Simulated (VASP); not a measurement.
# ScHg (Pm-3m) in VASP: notebook

The runs below take ScHg through single point, relaxation of cell and atoms, with LDA.

Everything below comes from runs of VASP 6.6.1. Logs are shortened: lines on timing, memory, paths and dates and some standing lists are left out, and cuts for length are marked.

## 1. Starting point

The structure is cubic, space group Pm-3m (No. 221). Conventional cell: a = 3.426 Å, b = 3.426 Å, c = 3.426 Å, α = 90.00°, β = 90.00°, γ = 90.00°. Sc (site symmetry m-3m) has 8 Hg at 2.97 Å as nearest neighbours. Hg (site symmetry m-3m) is surrounded by 8 Sc at 2.97 Å.

## 2. Single point, LDA

INCAR reads:

```
SYSTEM = ScHg
PREC = Accurate
ENCUT = 520
EDIFF = 1E-7
ISMEAR = 0
SIGMA = 0.1
LREAL = .False.
LASPH = .True.
NELM = 100
ALGO = Fast
ISIF = 2
LWAVE = .False.
LCHARG = .False.
NBANDS = 18
```

KPOINTS reads:

```
regular mesh
0
Gamma
  12 12 12
  0 0 0
```

POSCAR reads:

```
ScHg
1.0
    3.4257950171      0.0000000000      0.0000000000
    0.0000000000      3.4257950171      0.0000000000
    0.0000000000      0.0000000000      3.4257950171
Sc Hg
1 1
Direct
    0.5000000000      0.5000000000      0.5000000000
    0.0000000000      0.0000000000      0.0000000000
```

Potentials or basis: VASP PAW LDA potentials, release 64 (Sc_sv, Hg).

Launch:

```sh
cat potpaw_LDA.64/Sc_sv/POTCAR potpaw_LDA.64/Hg/POTCAR > POTCAR
mpirun -np 1 vasp_std > vasp.out
```

OUTCAR:

```text
SYSTEM = ScHg
   PREC = Accurate
   ENCUT = 520
   EDIFF = 1E-7
   ISMEAR = 0
   LREAL = .False.
   LASPH = .True.
   NELM = 100
   ISIF = 2

 ion  position               nearest neighbor table
   1  0.500  0.500  0.500-   2 2.97   2 2.97   2 2.97   2 2.97   2 2.97   2 2.97   2 2.97   2 2.97

   2  0.000  0.000  0.000-   1 2.97   1 2.97   1 2.97   1 2.97   1 2.97   1 2.97   1 2.97   1 2.97

  LATTYP: Found a simple cubic cell.
 ALAT       =     3.4257950171

  Lattice vectors:

 A1 = (   3.4257950171,   0.0000000000,   0.0000000000)
 A2 = (   0.0000000000,   3.4257950171,   0.0000000000)
 A3 = (   0.0000000000,   0.0000000000,   3.4257950171)

Analysis of symmetry for initial positions (statically):
=====================================================================
 Subroutine PRICEL returns:
 Original cell was already a primitive cell.

 Routine SETGRP: Setting up the symmetry group for a
 simple cubic supercell.

 Subroutine GETGRP returns: Found 48 space group operations
 (whereof 48 operations were pure point group operations)
 out of a pool of 48 trial point group operations.

The static configuration has the point symmetry O_h .

Analysis of symmetry for dynamics (positions and initial velocities):
=====================================================================
 Subroutine PRICEL returns:
 Original cell was already a primitive cell.

 Routine SETGRP: Setting up the symmetry group for a
 simple cubic supercell.

 Subroutine GETGRP returns: Found 48 space group operations
 (whereof 48 operations were pure point group operations)
 out of a pool of 48 trial point group operations.

The dynamic configuration has the point symmetry O_h .

 Subroutine INISYM returns: Found 48 space group operations
 (whereof 48 operations are pure point group operations),
 and found     1 'primitive' translations

----------------------------------------------------------------------------------------

                                     Primitive cell

  volume of cell :      40.2054

  direct lattice vectors                    reciprocal lattice vectors
     3.425795017  0.000000000  0.000000000     0.291903046  0.000000000  0.000000000
     0.000000000  3.425795017  0.000000000     0.000000000  0.291903046  0.000000000
     0.000000000  0.000000000  3.425795017     0.000000000  0.000000000  0.291903046

  length of vectors
     3.425795017  3.425795017  3.425795017     0.291903046  0.291903046  0.291903046

  position of ions in fractional coordinates (direct lattice)
     0.500000000  0.500000000  0.500000000
     0.000000000  0.000000000  0.000000000

  ion indices of the primitive-cell ions
[... 79 lines left out ...]
   IBRION =     -1    ionic relax: 0-MD 1-quasi-New 2-CG
   NFREE  =      0    steps in history (QN), initial steepest desc. (CG)
   ISIF   =      2    stress and relaxation
   ISYM   =      2    0-nonsym 1-usesym 2-fastsym
   POTIM  = 0.5000    time-step for ionic-motion
   TEBEG  =    0.0;   TEEND  =   0.0 temperature during run
   PSTRESS=    0.0 pullay stress
   NELECT =      23.0000    total number of electrons
   NUPDOWN=      -1.0000    fix difference up-down
   EMIN   =  10.00;   EMAX   =-10.00  energy-range for DOS
   EFERMI =   0.00;   METHOD = LEGACY
   ISMEAR =     0;   SIGMA  =   0.10  broadening in eV -4-tet -1-fermi 0-gaus
   EFERMI_NEDOS =   21; number of points for ismear=-14 and -15
   IALGO  =     68    algorithm
   IMIX   =      4    mixing-type and parameters
     AMIX     =   0.40;   BMIX     =  1.00
     AMIX_MAG =   1.60;   BMIX_MAG =  1.00
  volume/ion in A,a.u.               =      20.10       135.66
  Fermi-wavevector in a.u.,A,eV,Ry     =   1.359010  2.568157 25.128721  1.846909
  Thomas-Fermi vector in A             =   2.485795
   LORBIT       =      0    0 simple, 1 ext, 2 COOP (PROOUT), +10 PAW based schemes
   GGA     = CA    functional components
   LHFCALC =     F    Hartree Fock is set to
   AEXX    =    0.0000 exact exchange contribution
   IVDW    =     0    specifies the selected vdW correction
   LEPSILON=     F    determine dielectric tensor
   LRPA    =     F    only Hartree local field effects (RPA)
 non-spin polarized calculation
 RMM-DIIS sequential band-by-band and
 Gauss-broadening in eV      SIGMA  =   0.10
  energy-cutoff  :      520.00
  volume of cell :       40.21
 maximum number of plane-waves:      1108
 NGX is ok and might be reduce to    28
   NGX = 13   NGY = 13   NGZ = 13

 number of electron      22.9999995 magnetization

 Free energy of the ion-electron system (eV)
  ---------------------------------------------------
  ext. energy  EPLUGINS =         0.00000000
  ---------------------------------------------------
  free energy    TOTEN  =        -8.85489643 eV

  energy without entropy =       -8.84349807  energy(sigma->0) =       -8.84919725

 E-fermi :   4.7453     XC(G=0): -11.5502

 val. band max:        4.7300860440   @ k =   0.5000   0.0833   0.0000
 cond. band min:       4.7500711029   @ k =   0.4167   0.0833   0.0000
 fundamental gap:      0.0199850588
 Fermi energy:         4.7453132575

 k-point     1 :       0.0000    0.0000    0.0000
  band No.  band energies     occupation
      1     -44.6181      2.00000
      2     -23.5324      2.00000
      3     -23.5324      2.00000
      4     -23.5324      2.00000
      5      -4.1248      2.00000
      6      -3.4847      2.00000
[... 481 lines left out ...]
      5      -3.3497      2.00000
      6      -3.2853      2.00000
[... 10 lines left out ...]
     17       9.7340      0.00000
     18      12.1188      0.00000

 [... further k-points ...]

------------------------ aborting loop because EDIFF is reached ----------------------------------------

  FORCE on cell =-STRESS in cart. coord.  units (eV):
  Direction    XX          YY          ZZ          XY          YZ          ZX
  --------------------------------------------------------------------------------------
  -------------------------------------------------------------------------------------
  Total        0.1416736      0.1416736      0.1416736      0.0000000      0.0000000      0.0000000
  in kB        5.6456676      5.6456676      5.6456676      0.0000000      0.0000000      0.0000000
  external PRESSURE =       5.6456676 kB  Pullay stress =       0.0000000 kB

 VOLUME and BASIS-vectors are now :
 -----------------------------------------------------------------------------
  energy-cutoff  :      520.00
  volume of cell :       40.21
      direct lattice vectors                 reciprocal lattice vectors
     3.425795017  0.000000000  0.000000000     0.291903046  0.000000000  0.000000000
     0.000000000  3.425795017  0.000000000     0.000000000  0.291903046  0.000000000
     0.000000000  0.000000000  3.425795017     0.000000000  0.000000000  0.291903046

 POSITION                                       TOTAL-FORCE (eV/Angst)
 -----------------------------------------------------------------------------------
      1.71290      1.71290      1.71290         0.000000      0.000000      0.000000
      0.00000      0.00000      0.00000         0.000000      0.000000      0.000000
 -----------------------------------------------------------------------------------
    total drift:                                0.000000      0.000000      0.000000

  FREE ENERGIE OF THE ION-ELECTRON SYSTEM (eV)
  ---------------------------------------------------
  free  energy   TOTEN  =        -8.8548964307 eV

  energy  without entropy=       -8.8434980699  energy(sigma->0) =       -8.84919725
```

stdout:

```text
POSCAR found type information on POSCAR ScHg
 POSCAR found :  2 types and       2 ions
 scaLAPACK will be used
 LDA part: xc-table for (Slater(with rela. corr.)+CA(PZ))
 , standard interpolation
 POSCAR, INCAR and KPOINTS ok, starting setup
 FFT: planning ... GRIDC
 FFT: planning ... GRID_SOFT
 FFT: planning ... GRID
 WAVECAR not read
 entering main loop
```

Run time: 38 s. Hardware: 1 thread of AMD EPYC 9R45 (Zen 5), shared host; peak memory 0.16 GiB.

Results:

```
Free energy            : -8.8549 eV
Pressure               : 0.6 GPa
Band gap on the k mesh : none (metal or under the smearing width)
```

## 3. Relaxation of cell and atoms, LDA

This run uses another cell than the first one, of 21.07 Å³/atom, 1.048 times its volume.

INCAR reads:

```
PREC = Accurate ; ENCUT = 600
EDIFF = 1E-7 ; ISMEAR = 0
SIGMA = 0.1 ; LREAL = F
LASPH = T ; NELM = 100
ALGO = Fast ; ISIF = 3
LWAVE = F ; LCHARG = F
IBRION = 2 ; NSW = 100
EDIFFG = -0.005
```

KPOINTS reads:

```
regular mesh
0
Gamma
  12 12 12
```

POSCAR reads:

```
ScHg
1.0
    3.4800000000      0.0000000000      0.0000000000
    0.0000000000      3.4800000000      0.0000000000
    0.0000000000      0.0000000000      3.4800000000
Sc Hg
1 1
Direct
    0.5000000000      0.5000000000      0.5000000000
    0.0000000000      0.0000000000      0.0000000000
```

Potentials or basis: VASP PAW LDA potentials, release 64 (Sc_sv, Hg).

Launch:

```sh
cat potpaw_LDA.64/Sc_sv/POTCAR potpaw_LDA.64/Hg/POTCAR > POTCAR
mpirun -np 1 vasp_std > vasp.out
```

OUTCAR:

```text
PREC = Accurate
   ENCUT = 600
   EDIFF = 1E-7
   ISMEAR = 0
   LREAL = F
   LASPH = T
   NELM = 100
   ISIF = 3
   IBRION = 2
   NSW = 100
   EDIFFG = -0.005

 ion  position               nearest neighbor table
   1  0.500  0.500  0.500-   2 3.01   2 3.01   2 3.01   2 3.01   2 3.01   2 3.01   2 3.01   2 3.01

   2  0.000  0.000  0.000-   1 3.01   1 3.01   1 3.01   1 3.01   1 3.01   1 3.01   1 3.01   1 3.01

  LATTYP: Found a simple cubic cell.
 ALAT       =     3.4800000000

  Lattice vectors:

 A1 = (   3.4800000000,   0.0000000000,   0.0000000000)
 A2 = (   0.0000000000,   3.4800000000,   0.0000000000)
 A3 = (   0.0000000000,   0.0000000000,   3.4800000000)

Analysis of symmetry for initial positions (statically):
=====================================================================
 Subroutine PRICEL returns:
 Original cell was already a primitive cell.

 Routine SETGRP: Setting up the symmetry group for a
 simple cubic supercell.

 Subroutine GETGRP returns: Found 48 space group operations
 (whereof 48 operations were pure point group operations)
 out of a pool of 48 trial point group operations.

The static configuration has the point symmetry O_h .

Analysis of symmetry for dynamics (positions and initial velocities):
=====================================================================
 Subroutine PRICEL returns:
 Original cell was already a primitive cell.

 Routine SETGRP: Setting up the symmetry group for a
[... 155 lines left out ...]
  ---------------------------------------------------
  free energy    TOTEN  =        -8.83642374 eV

  energy without entropy =       -8.82478385  energy(sigma->0) =       -8.83060379

 E-fermi :   4.3663     XC(G=0): -11.3152

 val. band max:        4.3378487627   @ k =   0.4167   0.0000   0.0000
 cond. band min:       4.3864140400   @ k =   0.5000   0.0833   0.0000
 fundamental gap:      0.0485652773
 Fermi energy:         4.3663325355

 k-point     1 :       0.0000    0.0000    0.0000
  band No.  band energies     occupation
      1     -45.1268      2.00000
      2     -24.0383      2.00000
      3     -24.0383      2.00000
      4     -24.0383      2.00000
      5      -4.2300      2.00000
      6      -3.6464      2.00000
      7      -3.6464      2.00000
      8      -2.8091      2.00000
      9      -2.8091      2.00000
     10      -2.8091      2.00000
     11       4.6538      0.00005
     12       4.6538      0.00005
     13       6.7845      0.00000
     14       6.7846      0.00000
[... 486 lines left out ...]
--------------------------------------- Ionic step        3  -------------------------------------------

 number of electron      22.9999995 magnetization

 Free energy of the ion-electron system (eV)
  ---------------------------------------------------
  ext. energy  EPLUGINS =         0.00000000
  ---------------------------------------------------
  free energy    TOTEN  =        -8.85563543 eV

  energy without entropy =       -8.84417814  energy(sigma->0) =       -8.84990678

 E-fermi :   4.6908     XC(G=0): -11.5167

 val. band max:        4.6808784464   @ k =   0.5000   0.0833   0.0000
 cond. band min:       4.7001912173   @ k =   0.4167   0.0833   0.0000
 fundamental gap:      0.0193127710
 Fermi energy:         4.6907804992

 k-point     1 :       0.0000    0.0000    0.0000
  band No.  band energies     occupation
      1     -44.6909      2.00000
      2     -23.6052      2.00000
      3     -23.6052      2.00000
      4     -23.6052      2.00000
      5      -4.1404      2.00000
      6      -3.5078      2.00000
      7      -3.5078      2.00000
      8      -2.5858      2.00000
      9      -2.5858      2.00000
     10      -2.5858      2.00000
     11       5.0010      0.00001
     12       5.0010      0.00001
     13       7.2474      0.00000
     14       7.2474      0.00000
[... 444 lines left out ...]
  FREE ENERGIE OF THE ION-ELECTRON SYSTEM (eV)
  ---------------------------------------------------
  free  energy   TOTEN  =        -8.8556354285 eV

  energy  without entropy=       -8.8441781395  energy(sigma->0) =       -8.84990678

 reached required accuracy - stopping structural energy minimisation
```

Wall time 93 s (1 thread of AMD EPYC 9R45 (Zen 5), shared host); peak memory 0.17 GiB.

Results:

| Quantity | Value |
| --- | --- |
| Free energy | -8.8556 eV |
| Relaxed volume | 20.24 Å³/atom |
| Relaxed cell | a = 3.433 Å, b = 3.433 Å, c = 3.433 Å, α = 90.00°, β = 90.00°, γ = 90.00° |
| Space group after relaxing (to 0.05 Å) | Pm-3m (No. 221) |
| Energy gained by relaxing | 9.6 meV/atom |
| Ionic steps | 3 |
| Pressure after relaxing | 0.0 GPa |
| Band gap on the k mesh | none (metal or under the smearing width) |

The path:
| step | energy change (eV) | largest force (eV/Å) | pressure (GPa) | volume (Å³) |
| --- | --- | --- | --- | --- |
| 1 | 0.0000 | 0.0000 | -3.54 | 42.14 |
| 2 | -0.0097 | 0.0000 | 2.83 | 39.37 |
| 3 | -0.0192 | 0.0000 | -0.02 | 40.47 |

Final structure:
```cif
data_structure
_symmetry_space_group_name_H-M 'P 1'
_symmetry_Int_Tables_number 1
_cell_length_a 3.4334
_cell_length_b 3.4334
_cell_length_c 3.4334
_cell_angle_alpha 90.000
_cell_angle_beta 90.000
_cell_angle_gamma 90.000
_cell_volume 40.47
loop_
_atom_site_label
_atom_site_type_symbol
_atom_site_fract_x
_atom_site_fract_y
_atom_site_fract_z
_atom_site_occupancy
Sc1 Sc 0.50000 0.50000 0.50000 1
Hg1 Hg 0.00000 0.00000 0.00000 1
```

Levels at points of the mesh, in eV from the Fermi level:
```csv
k point,band 10,band 11,band 12,band 13,band 14,band 15
"(0.00, 0.00, 0.00)",-7.28,0.31,0.31,2.56,2.56,2.56
"(0.50, 0.00, 0.00)",-5.09,-3.97,-0.09,0.77,0.77,2.32
"(0.50, 0.50, 0.00)",-4.13,-0.98,-0.98,0.61,2.14,2.14
"(0.50, 0.50, 0.50)",-1.91,-1.91,-1.91,-0.77,3.11,3.11
```

The run has no spin-orbit coupling, so splittings on Hg are missing. LDA usually gives volumes a few per cent too small.
